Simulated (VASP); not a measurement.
BaTiO3:

```
CELL_PARAMETERS angstrom
3.99980 0.00000 0.00000
0.00000 3.99980 0.00000
0.00000 0.00000 4.01800
ATOMIC_POSITIONS crystal
Ba 0.00000 0.00000 0.00000
Ti 0.50000 0.50000 0.49000
O 0.50000 0.50000 0.01900
O 0.50000 0.00000 0.51700
O 0.00000 0.50000 0.51700
```

* Program: VASP 6.6.1
* Task: relaxation of cell and atoms
* Functional: r2SCAN
* Potentials or basis: VASP PAW PBE potentials, release 64 (Ba_sv, Ti_sv, O)
* Cutoff: 600 eV
* k mesh: 6 × 6 × 6
* Occupations: gaussian, width 0.02 eV
* Spin: no spin polarisation

At the start: pressure 1.0 GPa; volume 12.86 Å³/atom.

Task: Where does the relaxation end?

Result: Over 14 steps the energy falls by 3.6 meV/atom and the volume is 13.08 Å³/atom (+1.8 %); space group P4mm (No. 99, to 0.05 Å).

Step by step:
```tsv
step	energy change (eV)	largest force (eV/Å)	pressure (GPa)	volume (Å³)
1	0.0000	0.3073	1.04	64.28
2	-0.0075	0.2270	-0.79	65.06
3	-0.0077	0.2159	-1.06	65.18
4	-0.0126	0.1172	-0.04	64.99
5	-0.0128	0.0966	0.20	64.95
6	-0.0147	0.0776	0.19	65.03
7	-0.0166	0.0999	0.22	65.20
8	-0.0167	0.1064	0.23	65.22
9	-0.0175	0.0725	-0.28	65.49
10	-0.0176	0.0675	-0.36	65.53
11	-0.0179	0.0647	0.22	65.38
12	-0.0180	0.0511	0.06	65.42
13	-0.0181	0.0179	-0.01	65.43
14	-0.0181	0.0036	0.01	65.42
```

Final structure:
```cif
data_structure
_symmetry_space_group_name_H-M 'P 1'
_symmetry_Int_Tables_number 1
_cell_length_a 3.9870
_cell_length_b 3.9870
_cell_length_c 4.1157
_cell_angle_alpha 90.000
_cell_angle_beta 90.000
_cell_angle_gamma 90.000
_cell_volume 65.42
loop_
_atom_site_label
_atom_site_type_symbol
_atom_site_fract_x
_atom_site_fract_y
_atom_site_fract_z
_atom_site_occupancy
Ba1 Ba 0.00000 0.00000 0.99723 1
Ti1 Ti 0.50000 0.50000 0.47914 1
O1 O 0.50000 0.50000 0.03312 1
O2 O 0.50000 0.00000 0.51676 1
O3 O 0.00000 0.50000 0.51676 1
```

Caveat: the PAW data sets were made with another functional, which shifts forces and pressure a little.
